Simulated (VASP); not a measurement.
Method: SCAN meta-GGA, VASP's PBE PAW potentials (set 64) (plane waves; VASP).

Input for VASP

**POSCAR**
```
SrVO3
3.7918580
  1.0000000017   0.0000000000   0.0000000000
  0.0000000000   1.0000000017   0.0000000000
  0.0000000000   0.0000000000   1.0000000017
Sr V O
1 1 3
Cartesian
  0.0000000000   0.0000000000   0.0000000000
  0.5000000009   0.5000000009   0.5000000009
  0.5000000009   0.0000000000   0.5000000009
  0.0000000000   0.5000000009   0.5000000009
  0.5000000009   0.5000000009   0.0000000000
```

### KPOINTS
```
K-points
0
G
 8 8 8
```

**INCAR**
```
# general
SYSTEM   =  SrVO3
PREC     =  Accurate
ENCUT    =  520
LREAL    =  .FALSE.
LASPH    =  .TRUE.

# electronic loop
EDIFF    =  1E-7
NELM     =  100
ALGO     =  Normal
LMAXMIX  =  4
LMIXTAU  =  .TRUE.

# smearing
ISMEAR   =  1
SIGMA    =  0.1

# functional
METAGGA  =  SCAN

# ions
ISIF     =  2

# output
LWAVE    =  .FALSE.
LCHARG   =  .FALSE.
```

POTCAR, in this order: Sr_sv V_sv O (PBE.64 set). Program: vasp_std.

What does the run give for the energy per atom (σ→0), pressure, band gap (on the k-mesh)?

```json
{
 "energy per atom (σ→0)": "-14.738 eV/atom",
 "band gap (on the k-mesh)": "none (metal, semimetal or under 0.01 eV)",
 "pressure": "6.66 GPa"
}
```

OSZICAR:
```
...
DAV:  16    -0.736913630084E+02    0.18934E-03   -0.46186E-04  1816   0.181E-01    0.230E-02
DAV:  17    -0.736913539619E+02    0.90464E-05   -0.10296E-04  2328   0.953E-02    0.360E-02
DAV:  18    -0.736914150067E+02   -0.61045E-04   -0.33401E-05  2400   0.525E-02    0.201E-02
DAV:  19    -0.736914308805E+02   -0.15874E-04   -0.84132E-06  2296   0.235E-02    0.849E-03
DAV:  20    -0.736914474328E+02   -0.16552E-04   -0.30016E-06  2168   0.146E-02    0.284E-03
DAV:  21    -0.736914566746E+02   -0.92419E-05   -0.11943E-06  1840   0.117E-02    0.111E-03
DAV:  22    -0.736914566509E+02    0.23765E-07   -0.53582E-08   912   0.227E-03
   1 F= -.73691457E+02 E0= -.73690835E+02  d E =-.186516E-02
```

The compound is SrVO3 in the cubic perovskite structure. This cell is one point of a volume scan, at 0.97 of the reference volume. The run is not spin-polarised, so no magnetic state was tried. The electron count is odd and the run is not spin-polarised, which forces a metal.
